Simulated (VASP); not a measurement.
Ta2Bi2O:

```
CELL_PARAMETERS angstrom
3.80000 0.00000 0.00000
-1.90000 3.29090 0.00000
0.00000 0.00000 7.96000
ATOMIC_POSITIONS crystal
Ta 0.66667 0.33333 0.84000
Ta 0.33333 0.66667 0.16000
Bi 0.33333 0.66667 0.62000
Bi 0.66667 0.33333 0.38000
O 0.00000 0.00000 0.00000
```

The cell was built by a generator and needn't be a form met in nature.

- Program: VASP 6.6.1
- Task: relaxation of cell and atoms
- Functional: PBE
- Potentials or basis: VASP PAW PBE potentials, release 64 (Ta_pv, Bi_d, O)
- Cutoff: 520 eV
- k mesh: 4 × 4 × 2
- Occupations: gaussian, width 0.15 eV
- Spin: no spin polarisation

At the start: pressure 8.5 GPa; volume 19.91 Å³/atom.

Question: How do energy, volume and symmetry change on relaxing?

Answer: Over 10 steps the energy falls by 991.6 meV/atom and the volume is 20.79 Å³/atom (+4.4 %); space group P-3m1 (No. 164, to 0.05 Å).

Step by step:
```
step  energy change (eV)  largest force (eV/Å)  pressure (GPa)  volume (Å³)
   1              0.0000                4.1214            8.47        99.54
   2             -2.3069                2.2709          -11.76       115.09
   3             -2.3510                2.1313          -12.77       116.88
   4             -4.4071                2.1037           -3.98       104.39
   5             -4.7705                0.6477            6.36        98.03
   6             -4.7746                0.8554            5.23        98.62
   7             -4.8870                1.2745            4.72       101.58
   8             -4.9084                0.5604            4.53       100.74
   9             -4.9159                0.5119           -3.78       107.08
  10             -4.9579                0.0757           -0.03       103.97
```

Final structure:
```xyz
5
Lattice="3.4981 0.0000 0.0000 -1.7490 3.0294 0.0000 0.0000 0.0000 9.8111" Properties=species:S:1:pos:R:3 pbc="T T T"
Ta    1.7490    1.0098    8.8642
Ta    0.0000    2.0196    0.9470
Bi    0.0000    2.0196    6.5036
Bi    1.7490    1.0098    3.3076
O     0.0000    0.0000    0.0000
```

Caveat: the k mesh is coarse (spacing up to 0.48 Å⁻¹), so the values aren't converged.
